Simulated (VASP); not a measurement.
Consider the following.

```xyz
5
Lattice="4.0842 0.0000 0.0000 0.0000 4.0842 0.0000 0.0000 0.0000 4.0842" Properties=species:S:1:pos:R:3 pbc="T T T"
K      0.0000     0.0000     0.0000
Mg     2.0421     2.0421     2.0421
F      2.0421     0.0000     2.0421
F      0.0000     2.0421     2.0421
F      2.0421     2.0421     0.0000
```

The numbers are results of PBE GGA with D3 dispersion (Becke-Johnson damping), VASP's PBE PAW potentials (set 64) (plane waves; VASP 6.6.1), not measurements. Numerical set-up: 520 eV cut-off, 6×6×6 Γ-centred mesh, Gaussian smearing of 0.050 eV, potentials K_sv Mg F.

### Question
Give the stress tensor in GPa (positive for a compressed cell).

### Answer

```
-3.57   0.00   0.00
 0.00  -3.57   0.00
 0.00   0.00  -3.57
```
The pressure is its mean diagonal, -3.57 GPa.

The compound is KMgF3 in the cubic perovskite structure. This cell is one point of a volume scan, at 1.06 of the reference volume.
